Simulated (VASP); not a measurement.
A convergence study with VASP on Na (bcc): one setting is varied, all else stays as given below, so the limit is that of these other settings.

```
CELL_PARAMETERS angstrom
     -2.13000     2.13000     2.13000
      2.13000    -2.13000     2.13000
      2.13000     2.13000    -2.13000
ATOMIC_POSITIONS crystal
  Na 0.00000 0.00000 0.00000
```

Calculation: PBE GGA, VASP's PBE PAW potentials (set 64) (plane waves; VASP). The tightest run used: 550 eV cut-off, 18×18×18 Monkhorst-Pack mesh, first-order Methfessel-Paxton smearing of 0.10 eV, potentials Na_pv.

```
setting     E (eV/atom)  pressure (GPa)  irreducible k-points
----------  -----------  --------------  --------------------
1×1×1 mesh      -3.1860           -4.51                     1
2×2×2 mesh      -1.1573            0.16                     2
3×3×3 mesh      -1.4469           -0.66                     4
4×4×4 mesh      -1.2852           -0.24                     6
5×5×5 mesh      -1.3010           -0.29                    10
6×6×6 mesh      -1.3231           -0.35                    14
7×7×7 mesh      -1.3096           -0.32                    20
8×8×8 mesh      -1.3140           -0.33                    26
9×9×9 mesh      -1.3140           -0.33                    35
```

Q: These are the cheaper rows. Estimate the results at 18×18×18 mesh, and how far the last row shown lies from them.

A: 
| quantity | tightest run | last row shown is off by |
|---|---|---|
| E (eV/atom) | -1.3085 | -0.0055 |
| pressure (GPa) | -0.32 | -0.01 |

Left out are rungs that failed or repeat a setting and relaxations that didn't move; long series are thinned to 24 rows.

The compound is Na in the bcc structure. The cell was not relaxed at this level.
